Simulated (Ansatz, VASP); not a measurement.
## Two plane-wave programs on Mg2NCl

```
CELL_PARAMETERS angstrom
1.60874 0.92880 6.39679
-1.60874 0.92880 6.39679
0.00000 -1.85761 6.39679
ATOMIC_POSITIONS crystal
Mg 0.22282 0.22282 0.22282
Mg 0.77719 0.77719 0.77719
N 0.50000 0.50000 0.50000
Cl 0.00000 0.00000 0.00000
```

Alike in both runs: task single point; functional PBE; k mesh 12 × 12 × 12; occupations gaussian, width 0.05 eV; no spin polarisation.

|  | VASP | Ansatz |
| --- | --- | --- |
| version | VASP 6.6.1 | Ansatz 0.2.0 |
| potentials or method | VASP PAW PBE potentials, release 64 (Mg, N, Cl) | scalar-relativistic, plane waves, PAW |
| plane-wave cutoff (eV) | 520 | 420 |
| valence electrons in the cell | 16 | 32 |

```tsv
	VASP	Ansatz	Ansatz less VASP
gap on the k mesh at the Fermi level (eV)	1.42	1.48	+0.059
least direct gap on the mesh (eV)	1.42	1.48	+0.059
pressure (GPa)	0.8	1.2	+0.33
largest component of the traceless stress (GPa)	11.05	10.89	-0.164
rms of the force components (eV/Å)	0.183	0.160	-0.0230
```

Atom by atom the forces differ by 0.023 eV/Å (rms over components). The two sets of potentials don't hold the same shells in valence.

A k mesh can miss the band edges.
